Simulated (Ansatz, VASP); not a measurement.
**Cross-check of Cu (Copper) between VASP and Ansatz**

One calculation is typed for both programs; each brings its own data sets. How far apart do they land? The cell is taken from a series of runs on this material, whose earlier steps may have relaxed, scaled, displaced or heated it; both programs get it as it stands.

Calculated with Ansatz 0.2.0; plane waves, with VASP 6.6.1 beside it; relaxation of cell and atoms at RPBE.

### 1. Set-up

It takes space group Fm-3m (No. 225, cubic). Conventional cell: a = 3.673 Å, b = 3.673 Å, c = 3.673 Å, α = 90.00°, β = 90.00°, γ = 90.00°. Nearest to Cu lie 12 Cu at 2.60 Å.

As a file:

```
Cu
1.0
     0.00000    1.83658    1.83658
     1.83658    0.00000    1.83658
     1.83658    1.83658    0.00000
Cu
1
Direct
  0.00000 0.00000 0.00000
```

### 2. VASP: relaxation of cell and atoms, RPBE

The relaxed volume is the usual yardstick between codes: in a stiff, nearly cubic crystal its relative difference is about their pressure difference at one cell divided by the bulk modulus.

Lines of VASP's logs that name or quote its potential files are left out, and so is its time.

Contents of INCAR:

```
SYSTEM = Cu
PREC = Accurate
ENCUT = 600
EDIFF = 1E-07
NELM = 120
ISMEAR = 1
SIGMA = 0.2
LREAL = .FALSE.
ALGO = Normal
GGA = RP
NBANDS = 11
LASPH = .TRUE.
LORBIT = 11
LWAVE = .FALSE.
LCHARG = .FALSE.
ISIF = 3
IBRION = 2
NSW = 80
EDIFFG = -0.005
GGA_COMPAT = .FALSE.
NELMIN = 4
```

Contents of POSCAR:

```
Cu
1.0
    0.0000000000      1.8365800000      1.8365800000
    1.8365800000      0.0000000000      1.8365800000
    1.8365800000      1.8365800000      0.0000000000
Cu
1
Direct
    0.0000000000      0.0000000000      0.0000000000
```

Contents of KPOINTS:

```
Automatic mesh
0
Gamma
24 24 24
0 0 0
```

Potentials, in the order of the species: Cu (PBE family, release 64).

Started as:

```
mpirun -np 1 vasp_std
```

Numbers of over 12 decimals in the logs are rounded to 6 here.

Log:

```text
[banner, memory and clock lines left out]
running    1 mpi-ranks, on    1 nodes
 distrk:  each k-point on    1 cores,    1 groups
 distr:  one band on    1 cores,    1 groups

 POSCAR found type information on POSCAR Cu
 POSCAR found :  1 types and       1 ions
|                                                                             |
|               ----> ADVICE to this user running VASP <----                  |
|                                                                             |
|     You enforced a specific xc type in the INCAR file but a different       |
|     [... a line on the potential file left out ...]
|     I HOPE YOU KNOW WHAT YOU ARE DOING!                                     |
|                                                                             |

 LDA part: xc-table for (Slater+PW92), standard interpolation
 POSCAR, INCAR and KPOINTS ok, starting setup
 FFT: planning ... GRIDC
 FFT: planning ... GRID_SOFT
 FFT: planning ... GRID
 WAVECAR not read
 entering main loop
       N       E                     dE             d eps       ncg     rms          rms(c)
DAV:   1     0.457049861890E+02    0.45705E+02   -0.59755E+03  9679   0.185E+03
DAV:   2    -0.276019171968E+01   -0.48465E+02   -0.45167E+02  9260   0.214E+02
DAV:   3    -0.402898520354E+01   -0.12688E+01   -0.12554E+01 10358   0.423E+01
DAV:   4    -0.403763358605E+01   -0.86484E-02   -0.86468E-02 10186   0.309E+00
DAV:   5    -0.403772195454E+01   -0.88368E-04   -0.88367E-04 10344   0.310E-01    0.721E+00
DAV:   6    -0.361342185508E+01    0.42430E+00   -0.13829E+01 10513   0.752E+01    0.387E+00
DAV:   7    -0.326611398491E+01    0.34731E+00   -0.22783E+00 10472   0.304E+01    0.561E-01
DAV:   8    -0.325786131240E+01    0.82527E-02   -0.46596E-03  9889   0.103E+00    0.303E-01
DAV:   9    -0.325628264515E+01    0.15787E-02   -0.11438E-02 10784   0.203E+00    0.382E-02
DAV:  10    -0.325627632715E+01    0.63180E-05   -0.60624E-05 13501   0.140E-01    0.105E-02
DAV:  11    -0.325627344958E+01    0.28776E-05   -0.19586E-06 10661   0.232E-02    0.388E-04
DAV:  12    -0.325627350771E+01   -0.58136E-07   -0.25493E-08  5806   0.193E-03
   1 F= -.32562735E+01 E0= -.32565658E+01  d E =-.325627E+01
 curvature:   0.00 expect dE= 0.000E+00 dE for cont linesearch  0.000E+00
 trial: gam= 0.00000 g(F)=  0.000E+00 g(S)=  0.334E-03 ort = 0.000E+00 (trialstep = 0.100E+01)
 search vector abs. value=  0.334E-03
 bond charge predicted
       N       E                     dE             d eps       ncg     rms          rms(c)
DAV:   1    -0.326814188438E+01   -0.11868E-01   -0.20008E-01 10616   0.102E+01    0.898E-01
DAV:   2    -0.326071165262E+01    0.74302E-02   -0.17029E-01 10451   0.805E+00    0.387E-01
DAV:   3    -0.325667781488E+01    0.40338E-02   -0.29065E-02 10442   0.343E+00    0.129E-01
DAV:   4    -0.325636999444E+01    0.30782E-03   -0.49139E-04 12104   0.253E-01    0.817E-03
DAV:   5    -0.325637081361E+01   -0.81917E-06   -0.47376E-06 11959   0.369E-02    0.429E-03
DAV:   6    -0.325637148441E+01   -0.67080E-06   -0.69560E-07  7049   0.142E-02    0.237E-04
DAV:   7    -0.325637144379E+01    0.40621E-07   -0.16134E-08  5188   0.171E-03
   2 F= -.32563714E+01 E0= -.32566702E+01  d E =-.979361E-04
 trial-energy change:   -0.000098  1 .order   -0.000103   -0.000334    0.000128
 step:   0.7098(harm=  0.7231)  dis= 0.00000  next Energy=    -3.256390 (dE=-0.117E-03)
 bond charge predicted
       N       E                     dE             d eps       ncg     rms          rms(c)
DAV:   1    -0.325738618495E+01   -0.10147E-02   -0.16802E-02 10610   0.292E+00    0.263E-01
DAV:   2    -0.325677812492E+01    0.60806E-03   -0.14916E-02 10451   0.239E+00    0.116E-01
DAV:   3    -0.325641578530E+01    0.36234E-03   -0.25355E-03 10433   0.101E+00    0.367E-02
DAV:   4    -0.325639031903E+01    0.25466E-04   -0.32341E-05 11663   0.590E-02    0.105E-03
DAV:   5    -0.325639017721E+01    0.14183E-06   -0.20508E-07  8727   0.521E-03    0.128E-03
DAV:   6    -0.325638986478E+01    0.31243E-06   -0.81319E-08  5214   0.522E-03    0.136E-04
DAV:   7    -0.325638987921E+01   -0.14435E-07   -0.30476E-09  4663   0.955E-04
   3 F= -.32563899E+01 E0= -.32566869E+01  d E =-.116371E-03
 curvature:  -0.36 expect dE=-0.147E-06 dE for cont linesearch -0.147E-06
 trial: gam=-0.03379 g(F)=  0.422E-62 g(S)=  0.409E-06 ort = 0.117E-04 (trialstep = 0.942E+00)
 search vector abs. value=  0.601E-09
 reached required accuracy - stopping structural energy minimisation
```

From OUTCAR (step 2):

```text
ion  position               nearest neighbor table
   1  0.000  0.000  0.000-

  LATTYP: Found a face centered cubic cell.
 ALAT       =     3.6731600000

 Subroutine GETGRP returns: Found 48 space group operations
 (whereof 48 operations were pure point group operations)

The static configuration has the point symmetry O_h .

 Found    413 irreducible k-points:

   k-points           NKPTS =    413   k-points in BZ     NKDIM =    413   number of bands    NBANDS=     11

   dimension x,y,z NGX =    24 NGY =   24 NGZ =   24
   dimension x,y,z NGXF=    48 NGYF=   48 NGZF=   48

   ENCUT  =  600.0 eV  44.10 Ry    6.64 a.u.   5.19  5.19  5.19*2*pi/ulx,y,z

   NELECT =      11.0000    total number of electrons

 k-points in reciprocal lattice and weights: Automatic mesh
   0.00000000  0.00000000  0.00000000       0.000
   0.04166667  0.00000000  0.00000000       0.001
   0.08333333  0.00000000  0.00000000       0.001
   0.12500000  0.00000000  0.00000000       0.001
   0.16666667  0.00000000  0.00000000       0.001
   0.20833333  0.00000000  0.00000000       0.001
   0.25000000  0.00000000  0.00000000       0.001
   0.29166667  0.00000000  0.00000000       0.001
   0.33333333  0.00000000  0.00000000       0.001
[...]
-0.29166667  0.50000000  0.20833333       0.001
  -0.25000000  0.50000000  0.25000000       0.000

 average (electrostatic) potential at core
       1 -64.2367

 E-fermi :   7.1171

 k-point     1 :       0.0000    0.0000    0.0000
  band No.  band energies     occupation
    ...
      2       4.2418      2.00000
      3       4.2418      2.00000
      4       4.2418      2.00000
      5       4.9957      2.00000
      6       4.9957      2.00000
      7      29.2154      0.00000
      8      31.5558      0.00000
      9      31.5558      0.00000
     10      31.5558      0.00000
     11      33.9794      0.00000

 k-point     2 :       0.0417    0.0000    0.0000
  band No.  band energies     occupation
    ...
      2       4.2294      2.00000
      3       4.2531      2.00000
      4       4.2531      2.00000
      5       4.9912      2.00000
      6       4.9912      2.00000
      7      28.8746      0.00000
      8      30.6040      0.00000
      9      31.3349      0.00000
     10      31.3349      0.00000
     11      34.2903      0.00000

 k-point     3 :       0.0833    0.0000    0.0000
  band No.  band energies     occupation
    ...
      2       4.1941      2.00000
      3       4.2844      2.00000
      4       4.2844      2.00000
      5       4.9800      2.00000
      6       4.9800      2.00000
      7      27.3940      0.00000
      8      29.9507      0.00000
      9      30.8689      0.00000
     10      30.8689      0.00000
     11      35.0162      0.00000

  Total        0.0016807      0.0016807      0.0016807      0.0000000     -0.0000000     -0.0000000
  in kB        0.2162757      0.2162757      0.2162757      0.0000000     -0.0000000     -0.0000000
  external PRESSURE =       0.2162757 kB  Pullay stress =       0.0000000 kB

  energy-cutoff  :      600.00
  volume of cell :       12.45
      direct lattice vectors                 reciprocal lattice vectors
     0.000000000  1.839598967  1.839598967    -0.271798370  0.271798370  0.271798370
     1.839598967  0.000000000  1.839598967     0.271798370 -0.271798370  0.271798370
     1.839598967  1.839598967  0.000000000     0.271798370  0.271798370 -0.271798370

 POSITION                                       TOTAL-FORCE (eV/Angst)
 -----------------------------------------------------------------------------------
      0.00000      0.00000      0.00000         0.000000     -0.000000     -0.000000
 -----------------------------------------------------------------------------------
    total drift:                               -0.000000      0.000000     -0.000000

  FREE ENERGIE OF THE ION-ELECTRON SYSTEM (eV)
  ---------------------------------------------------
  free  energy   TOTEN  =        -3.2563898792 eV

  energy  without entropy=       -3.2572808408  energy(sigma->0) =       -3.25668687

 reached required accuracy - stopping structural energy minimisation

 total charge
# of ion       s       p       d       tot
------------------------------------------
    1        0.427   0.343   9.167   9.938

[... 3 further parts left out ...]
```

This run has no spin polarisation. Its electron count is odd, so without a moment it is a metal by construction. The run keeps the 48 symmetry operations of its start, so it cannot find a distortion of lower symmetry.

### 3. Ansatz: relaxation of cell and atoms, RPBE

Ansatz runs on its default PAW (the set named soft_2) files.

The same cell, functional, mesh and smearing now go to Ansatz, which takes its cutoff from its data sets.

Contents of input.yaml:

```yaml
crystal:
  lattice:
    - [0.0, 1.836579669, 1.836579669]
    - [1.836579669, 0.0, 1.836579669]
    - [1.836579669, 1.836579669, 0.0]
  atoms:
    - { symbol: Cu, position: [0.0, 0.0, 0.0] }
kpoints:
  mp_grid: { grid: [24, 24, 24] }
hamiltonian:
  xc: rpbe
scf:
  occupations: { method: methfessel_paxton, width: 0.2 }
output:
  forces: true
  stress: true
  eigenvalues: true
relax:
  adjacent_minimum: "off"
  f_tol: 0.001
  max_steps: 60
  cell: { stress_tol: 0.01 }
```

Started as:

```
ansatz run input.yaml --threads 4 --pin off --max-ram 7168MiB --backend cpu --events-out ev --progress --plain --runs-dir out
```

Log:

```text
Engine: ansatz 0.2.0, aarch64-unknown-linux-gnu
Pseudopotentials: kind: paw
Pseudopotential: Cu, paw, valence charge 19, recommended cutoff 420 eV (normal), Cu.paw.azcp
Functional definition: RPBE
  parameter kappa = 0.804
  parameter beta = 0.066725
  exchange = rpbe_x(kappa = kappa, mu = beta*pi^2/3)
  correlation = pbe_c(beta = beta)
Crystal: 1 atoms, lattice volume = 12.390 Å³
Basis set: ecut = 420 eV, 259 PW (Γ), exchange–correlation on 36×36×36 points (8 copies of the dense FFT grid, shifted against one another)
Bands: 14, of which v1, the nominal top of the filled ones, is band 10 counted from 1 (9 counted from 0)
Symmetry: 48 space group operations
Space group: Fm-3m (ITA 225), of the structure as read, at distance tolerance 2.3e-5 Å
k-points: 413 of 13824
Non-local potential: Cu, projectors of the file, l = 0: 3, l = 1: 2, l = 2: 3, l = 3: 1
PAW form: soft (Blöchl's): semilocal exchange-correlation on the pseudo side does not see the compensation charge
PAW frozen core: Cu, regenerated for the run's functional, and the local potential with it (the file was generated under x = pbe(κ = 0.804, μ = 0.219515), c = pbe(β = 0.066725))
PAW one-centre angular grid: Cu, 590 points (default); XC on 64 Gauss nodes
Initial density: superposition of atomic densities (neutral atoms: chi_scale 0, normalization atom), corrected by the library's trained network
Initial wavefunctions: pseudopotential atomic-orbital guess
Functional: x = rpbe, c = pbe(β = 0.066725)
SCF iter   1: F=—  HF=-6630.368875 eV  |F-HF|=—  |Δ(HF+E_count)|=         —  Δρ=9.50e-3  dr2=5.58e-3  ethr=1.77e-3  ⟨swp⟩=4.9  Hψ=27855  notcnv=0
preconditioner: auto → none  [metal: Δε(μ)=0.040 eV  Ē_g=16.532 eV  σ=0.200 eV  W_gap=0.16  n_scr=0 (ndim 8)  ℏωp=35.0 eV  f_vac=0.000  D(μ)=0.22/eV (n_scr^D=0)]
SCF iter   2: F=—  HF=-6630.367770 eV  |F-HF|=—  |Δ(HF+E_count)|=   1.11e-3  S|Δr|=    0.00e0  Δρ=5.23e-4  dr2=1.50e-5  ethr=2.94e-5  ⟨swp⟩=1.8  Hψ=10625  notcnv=0
SCF iter   3: F=—  HF=-6630.367791 eV  |F-HF|=—  |Δ(HF+E_count)|=   2.14e-5  S|Δr|=    0.00e0  Δρ=5.36e-4  dr2=1.26e-5  ethr=7.89e-8  ⟨swp⟩=2.0  Hψ=9646  notcnv=0
SCF iter   4: F=—  HF=-6630.367804 eV  |F-HF|=—  |Δ(HF+E_count)|=   1.33e-5  S|Δr|=    0.00e0  Δρ=7.48e-5  dr2=2.32e-7  ethr=6.62e-8  ⟨swp⟩=2.0  Hψ=6574  notcnv=0
SCF iter   5: F=-6630.367805 eV  HF=-6630.367805 eV  |F-HF|=1.62e-9  |Δ(HF+E_count)|=   3.09e-7  S|Δr|=    0.00e0  Δρ=5.33e-6  dr2=1.13e-9  ethr=5.26e-10  ⟨swp⟩=5.7  Hψ=25574  notcnv=0
SCF 1 converged in 5 iterations: F = -6630.367805 eV  dr2 = 1.13e-9
  greatest PAW one-centre occupation: 1.000 electrons in one spin orbital (limit 2), on the Cu atom at site 0 (counted from 0), in its partial waves of l = 0
relax step   1: F+E_penalty+E_count = -6630.36780457 eV  Δ(F+E_penalty+E_count) = +0.000e0 eV  max|allowed force component| = 0.000e0 eV/Å  Δτ_max = 0.0000 Å  P = -0.011 GPa  Ω = 12.390 Å³  (5 SCF iters, dr2 threshold 1.00e-7 eV, accepted)
[...]
relax step   2: F+E_penalty+E_count = -6630.36780512 eV  Δ(F+E_penalty+E_count) = -5.498e-7 eV  max|allowed force component| = 0.000e0 eV/Å  Δτ_max = 0.0000 Å  P = -0.005 GPa  Ω = 12.389 Å³  energy of the carried Pulay correction = +5.201e-7 eV  (3 SCF iters, dr2 threshold 3.11e-10 eV, accepted)
[...]
relax step   3: F+E_penalty+E_count = -6630.36780277 eV  Δ(F+E_penalty+E_count) = +2.344e-6 eV  max|allowed force component| = 0.000e0 eV/Å  Δτ_max = 0.0000 Å  P = -0.005 GPa  Ω = 12.389 Å³  stress off target by 4.82e-3 GPa  SCF on the basis re-selected at this cell (its energy is not comparable with the rows above)  (5 SCF iters)
basis re-selected at this cell: Δ(F+E_penalty+E_count) = +2.344e-6 eV, ΔP = +0.001 GPa vs the last step (what re-selecting the basis moved, of the pressure what is left beyond the Pulay correction that the steps carried, after the strain that the cell walked since its last selection, with what the two solves' SCF thresholds leave and, on support functions, any second-order correction that the steps lacked; it is no measure of the basis error at this ecutwfc). This SCF's stress stands 4.82e-3 GPa from its target on what of the cell is left free (relax.cell.stress_tol is 1.00e-2 GPa) and its largest allowed force component is 0.00e0 eV/Å (relax.f_tol is 1.00e-3 eV/Å): [rest of the remark cut]
SCF converged after 5 iterations
Stability not checked: this state was not tested for a lower state beside it, because cold or Methfessel-Paxton smearing, or corrected tetrahedra, fill the levels in a way that the test cannot read (fill_not_monotonic; see scf.lower_state_search)
Free energy (F): -6630.367803 eV
Harris-Foulkes:  -6630.367803 eV  (|F-HF|=9.09e-13)
Internal energy: -6630.368656 eV  (E = F + TS)
E sigma→0 (E₀):  -6630.368016 eV
Entropy (-TS):   0.000853 eV (0.853 meV/atom)
Fermi energy:    15.924008 eV
--- Per-component energies (eV) ---
  E_band       = -373.797589
  E_kinetic    = 299.156463
  E_local      = -4138.936418  (includes V_loc(G=0)·N_el)
  E_nonlocal   = 390.166109
  E_hartree    = 1821.737165
  E_xc         = -89.205738
  E_vxc        = -114.915282  (∫ρ·V_xc dr)
  E_paw        = -1668.934799  (= ΣΔE_a)
  E_vpaw       = -452.743102  (= ΣTr[D̂ρ^β])
  E_aug_tail   = 0.000318  (compensation charges beyond the density's cutoff)
  E_ewald      = -3244.309495
  E_core_change = -0.042261  (= ΣΔE_core)
  E_smearing   = 0.000853  (= −TS)
  E_closure    = 0.000000  (closes the sum)
  Σ components = -6630.367803   (vs F -6630.367803, Δ=0.00e0)
--- Forces (eV/Å), atoms counted from 1 ---
  atom   1  Cu    -0.00000000     0.00000000     0.00000000
  max |Σ_I F_I| component: 8.22e-32 eV/Å
--- Stress (GPa, compression-positive) ---
       -0.004816       0.000000       0.000000
        0.000000      -0.004816       0.000000
        0.000000       0.000000      -0.004816
  P = ⅓ Tr σ = -0.0048 GPa (-0.048 kbar)
--- Band table (eV; the first three rows and the last of 413) ---
  k-point 0: bands = [... 6 lower, 13.0588, 13.0588, 13.8280, 13.8280, 38.0827, 40.3364, 40.3364, 40.3364]
  k-point 1: bands = [... 6 lower, 13.0703, 13.0703, 13.8234, 13.8234, 37.7312, 39.3987, 40.1152, 40.1152]
  k-point 2: bands = [... 6 lower, 13.1022, 13.1022, 13.8120, 13.8120, 36.2196, 38.7828, 39.6485, 39.6485]
  k-point 412: bands = [... 6 lower, 12.5803, 13.7898, 14.4969, 21.9232, 21.9232, 23.9632, 24.2935, 43.3613]
--- Relaxed structure (2 steps of the walk, 2 accepted, 1 SCFs on fresh bases) ---
  F+E_penalty+E_count = -6630.36780277 eV   max|allowed force component| = 0.000e0 eV/Å   (the final SCF, on the basis selected at the relaxed cell)
  cell:  # Å, volume = 12.3891 Å³
    - [0, 1.836551, 1.836551]
    - [1.836551, 0, 1.836551]
    - [1.836551, 1.836551, 0]
  atoms:
    - { symbol: Cu, position: [0.0, 0.0, 0.0] }
```

In the SCF lines HF is the Harris–Foulkes energy and dr2 the Hartree energy of the density residual, in eV; the loop may stop once dr2 is under the threshold and the program's other checks hold. Hψ counts applications of the Hamiltonian.

### 4. Differences

Known differences besides the potentials themselves: the data sets hold 19 valence electrons in Ansatz (on its default PAW (the set named soft_2) files) and 11 in VASP; the cutoff is 420 eV in Ansatz and 600 eV in VASP; Ansatz makes its cores anew for this functional, VASP keeps those of its PBE data sets; Ansatz adds a Pulay correction to the stress that steers its cell, VASP none. Total energies have different zeros and are not compared.

The two programs side by side:

| quantity | Ansatz | VASP | difference |
| --- | --- | --- | --- |
| volume (Å³) | 12.39 | 12.45 | -0.50 % |
| edge a after relaxation, in the typed setting (Å) | 2.597 | 2.602 | -0.17 % |

### 5. What came out

```
difference in volume (relaxation of cell and atoms, RPBE) : -0.50 %
```

**Reading.** The difference in volume is -0.50 % (relaxation of cell and atoms, RPBE), within the 1.2 % picked in this series as the mark of a large difference, as far as the stopping tolerances let one tell. The data sets hold unlike numbers of valence electrons (19 in Ansatz and 11 in VASP), so part of the differences comes from the potentials. 1 further run of this series is not shown here. How closely two codes agree says nothing of how well the functional describes the real material.

[Lines on the potential files, build, host, timing and source positions are cut from VASP's logs without a mark.]

[Logs are printed without paths, hosts, clocks, repeated set-up lines and the standing remarks that a program may print on its own settings, such as how far it seeks lower states.]

[Hosts, paths, dates, database ids (printed as entryN), source tags and the programs' standing remarks are cut or masked in the printed files.]
